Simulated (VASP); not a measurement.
Here is the system:

```
HgSe
1.0
    0.00000     3.10080     3.10080
    3.10080     0.00000     3.10080
    3.10080     3.10080     0.00000
Hg Se
1 1
Direct
  0.00000   0.00000   0.00000
  0.25000   0.25000   0.25000
```

These are PBE GGA, VASP's PBE PAW potentials (set 64) (plane waves; VASP) values and carry that method's errors. Settings: 400 eV cut-off, 6×6×6 Γ-centred mesh, Gaussian smearing of 0.050 eV, potentials Hg Se.

Unless said otherwise, spin-orbit coupling is left out, though it shifts the bands of the heavy elements here.

**Question.** What does the run give for the energy per atom (σ→0), pressure, band gap (on the k-mesh) with the smallest direct gap where there is one?

**Answer.** 
```yaml
band gap (on the k-mesh): none (metal, semimetal or under 0.01 eV)
energy per atom (σ→0): -2.036 eV/atom
pressure: 1.54 GPa
```

The compound is HgSe in the zinc blende structure. The cell was not relaxed at this level.
